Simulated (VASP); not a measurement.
Input:

```xyz
3
Lattice="1.5695 -2.7858 0.0000 1.5695 2.7858 0.0000 0.0000 0.0000 3.4234" Properties=species:S:1:pos:R:3 pbc="T T T"
Hf     0.0000     0.0000     0.0000
B      1.5695     0.9286     1.7117
B      1.5899    -0.9286     1.7117
```

The numbers are results of RPBE GGA, VASP's PBE PAW potentials (set 64) (plane waves; VASP), not measurements. Numerical set-up: 520 eV cut-off, 10×10×8 Γ-centred mesh, first-order Methfessel-Paxton smearing of 0.10 eV, potentials Hf_pv B.

Unless said otherwise, spin-orbit coupling is left out, though it shifts the bands of the heavy elements here.

What does the run give for the energy per atom (σ→0), pressure, largest force, band gap (on the k-mesh) with the smallest direct gap where there is one?

| Property | Value |
|---|---|
| band gap (on the k-mesh) | none (metal, semimetal or under 0.01 eV) |
| energy per atom (σ→0) | -8.415 eV/atom |
| pressure | 2.88 GPa |
| largest force | 0.320 eV/Å |

Only differences to runs with the same potentials and settings are physical.

The compound is HfB2 in the AlB2 type structure. The cell was not relaxed at this level, atoms are displaced from their ideal sites. The run is one of a series of settings (GGA = RP against the base run), some of them coarse on purpose.
